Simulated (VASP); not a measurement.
Input:

```
ZnGeP2
1.0
   -2.52185     2.52185     4.97213
    2.52185    -2.52185     4.97213
    2.52185     2.52185    -4.97213
Zn Ge P
2 2 4
Cartesian
  0.00000   0.00000   0.00000
  0.00000   2.52185   2.48607
  0.00000   0.00000   4.97213
  2.52185   0.00000   2.48607
  1.27477   1.26093   6.21516
  3.78278   1.24709  -1.24303
  1.24709   1.26093   1.24303
 -1.26093   1.27477   3.72910
```

Computed with PBEsol GGA, VASP's PBE PAW potentials (set 64) (plane waves; VASP). Numerical set-up: 500 eV cut-off, 6×6×6 Γ-centred mesh, Gaussian smearing of 0.050 eV, potentials Zn Ge_d P.

### Question
What does the run give for the energy per atom (σ→0), pressure, band gap (on the k-mesh) with the smallest direct gap where there is one?

### Answer

The band gap (on the k-mesh) is 0.67 eV and the smallest direct gap (on the k-mesh) comes out as 0.67 eV. The energy per atom (σ→0) is -4.420 eV/atom and the pressure is 30.03 GPa.

The compound is ZnGeP2 in the chalcopyrite structure. It was relaxed first under an external pressure of 30 GPa.
